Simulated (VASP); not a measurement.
Data:

```
CELL_PARAMETERS angstrom
      0.00000     2.01149     2.01149
      2.01149     0.00000     2.01149
      2.01149     2.01149     0.00000
ATOMIC_POSITIONS crystal
  Ti 0.00000 0.00000 0.00000
  N  0.50000 0.50000 0.50000
```

These are LDA (Ceperley-Alder, Perdew-Zunger), VASP's LDA PAW potentials (set 64) (plane waves; VASP 6.6.1) values and carry that method's errors. Numerical set-up: 620 eV cut-off, 16×16×16 Γ-centred mesh, first-order Methfessel-Paxton smearing of 0.10 eV, potentials Ti_sv N.

### Question
Estimate the energy per atom (σ→0), pressure, band gap (on the k-mesh) with the smallest direct gap where there is one.

### Answer

| Property | Value |
|---|---|
| band gap (on the k-mesh) | none (metal, semimetal or under 0.01 eV) |
| energy per atom (σ→0) | -10.711 eV/atom |
| pressure | 44.91 GPa |

Total energies compare only between runs with the same potentials, cut-off and functional.

The compound is TiN in the rock salt structure. It was relaxed first under an external pressure of 45 GPa. The electron count is odd and the run is not spin-polarised, which forces a metal.
